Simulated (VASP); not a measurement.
Calculation: PBE GGA with D3 dispersion (Becke-Johnson damping), VASP's PBE PAW potentials (set 64) (plane waves; VASP 6.6.1).

Input for VASP

KPOINTS:
```
Automatic mesh
0
Gamma
 6 6 3
0 0 0
```

POSCAR:
```
CdSe
1
    2.2091992192    -3.8264450453     0.0000000000
    2.2091992192     3.8264450453     0.0000000000
    0.0000000000     0.0000000000     7.2046308815
Cd Se
2 2
Direct
  0.6666670000   0.3333330000   0.5000604311
  0.3333330000   0.6666670000   0.0000604311
  0.6666670000   0.3333330000   0.8759395689
  0.3333330000   0.6666670000   0.3759395689
```

INCAR:
```
! general
SYSTEM =CdSe
PREC   =Accurate
ENCUT  =520
LREAL  =.False.
LASPH  =.True.

! electronic loop
EDIFF  =1E-7
NELM   =100
ALGO   =Normal
LMAXMIX=4

! smearing
ISMEAR =0
SIGMA  =0.05

! functional
GGA    =PE
IVDW   =12

! ions
IBRION =2
NSW    =30
ISIF   =4
EDIFFG =-0.01

! output
LWAVE  =.False.
LCHARG =.False.
```

POTCAR, in this order: Cd Se (PBE.64 set). Program: vasp_std.

The run wrote:

### OSZICAR
```
       N       E                     dE             d eps       ncg     rms          rms(c)
DAV:   1     0.239807360567E+03    0.23981E+03   -0.16992E+04   616   0.145E+03
DAV:   2     0.174465939695E+01   -0.23806E+03   -0.23279E+03   694   0.342E+02
DAV:   3    -0.116417658045E+02   -0.13386E+02   -0.13334E+02   742   0.806E+01
DAV:   4    -0.117654745220E+02   -0.12371E+00   -0.12367E+00   682   0.777E+00
DAV:   5    -0.117665516719E+02   -0.10771E-02   -0.10771E-02   760   0.661E-01    0.777E+00
DAV:   6    -0.110147145996E+02    0.75184E+00   -0.17252E+00   718   0.123E+01    0.619E+00
DAV:   7    -0.109842237942E+02    0.30491E-01   -0.53815E-01   688   0.400E+00    0.261E+00
DAV:   8    -0.109839757167E+02    0.24808E-03   -0.53222E-02   670   0.252E+00    0.339E-01
DAV:   9    -0.109838022589E+02    0.17346E-03   -0.88390E-03   718   0.114E+00    0.105E-01
DAV:  10    -0.109839845845E+02   -0.18233E-03   -0.96329E-04   682   0.355E-01    0.777E-02
DAV:  11    -0.109841101063E+02   -0.12552E-03   -0.32304E-04   652   0.120E-01    0.241E-02
DAV:  12    -0.109840779101E+02    0.32196E-04   -0.12095E-04   756   0.107E-01    0.684E-03
DAV:  13    -0.109840813738E+02   -0.34638E-05   -0.20955E-05   652   0.236E-02    0.854E-03
DAV:  14    -0.109840809500E+02    0.42388E-06   -0.10731E-06   748   0.519E-03    0.411E-03
DAV:  15    -0.109840812645E+02   -0.31458E-06   -0.41110E-07   670   0.282E-03    0.838E-04
DAV:  16    -0.109840812240E+02    0.40565E-07   -0.18059E-08   440   0.826E-04
   1 F= -.12147599E+02 E0= -.12147599E+02  d E =-.121476E+02
```

OUTCAR:
```
------------------------ aborting loop because EDIFF is reached ----------------------------------------
 Edisp (eV)   -1.16352
  FORCE on cell =-STRESS in cart. coord.  units (eV):
  Direction    XX          YY          ZZ          XY          YZ          ZX
  --------------------------------------------------------------------------------------
  Total      -1.92997    -1.92997    -1.89150     0.00000     0.00000     0.00000
  in kB     -25.38576   -25.38576   -24.87973     0.00000     0.00000     0.00000
  external pressure =      -25.22 kB  Pullay stress =        0.00 kB
  volume of cell :      121.81
      direct lattice vectors                 reciprocal lattice vectors
     2.209199219 -3.826445045  0.000000000     0.226326352 -0.130669589  0.000000000
     2.209199219  3.826445045  0.000000000     0.226326352  0.130669589  0.000000000
     0.000000000  0.000000000  7.204630881     0.000000000  0.000000000  0.138799616
  FREE ENERGIE OF THE ION-ELECTRON SYSTEM (eV)
  ---------------------------------------------------
  free  energy   TOTEN  =       -12.1475987049 eV

  energy  without entropy=      -12.1475987049  energy(sigma->0) =      -12.14759870

 reached required accuracy - stopping structural energy minimisation
```
(Selected blocks of OUTCAR.)

File OUTCAR:
```
 val. band max:        0.3504533878   @ k =   0.0000   0.0000   0.0000

 cond. band min:       0.8403919305   @ k =   0.0000   0.0000   0.0000


 Fermi energy:         0.5674266722

 k-point     1 :       0.0000    0.0000    0.0000
  band No.  band energies     occupation
      1     -11.8349      2.00000
      2     -11.5236      2.00000
      3      -7.3482      2.00000
      4      -7.3430      2.00000
      5      -7.3430      2.00000
      6      -7.2891      2.00000
      7      -7.2891      2.00000
      8      -7.0819      2.00000
      9      -7.0819      2.00000
     10      -7.0329      2.00000
     11      -7.0329      2.00000
     12      -6.8131      2.00000
     13      -3.5926      2.00000
     14      -0.3097      2.00000
     15      -0.3096      2.00000
     16       0.3137      2.00000
     17       0.3504      2.00000
     18       0.3505      2.00000
     19       0.8404      0.00000
     20       2.4592      0.00000
     21       6.1926      0.00000
     22       6.1927      0.00000

 k-point     2 :       0.1667    0.0000    0.0000
  band No.  band energies     occupation
      1     -11.7667      2.00000
      2     -11.4932      2.00000
      3      -7.3276      2.00000
      4      -7.3201      2.00000
      5      -7.2847      2.00000
      6      -7.2572      2.00000
      7      -7.2570      2.00000
      8      -7.0928      2.00000
      9      -7.0808      2.00000
     10      -7.0505      2.00000
     11      -7.0284      2.00000
     12      -6.7746      2.00000
     13      -3.4553      2.00000
     14      -1.2507      2.00000
     15      -0.9845      2.00000
     16      -0.5851      2.00000
     17       0.1368      2.00000
     18       0.1844      2.00000
     19       2.1445      0.00000
     20       3.3536      0.00000
     21       5.5900      0.00000
     22       6.5284      0.00000

 k-point     3 :       0.3333    0.0000    0.0000
  band No.  band energies     occupation
      1     -11.6183      2.00000
...
```

The compound is CdSe in the wurtzite structure. This cell is one point of a volume scan, at 1.06 of the reference volume.
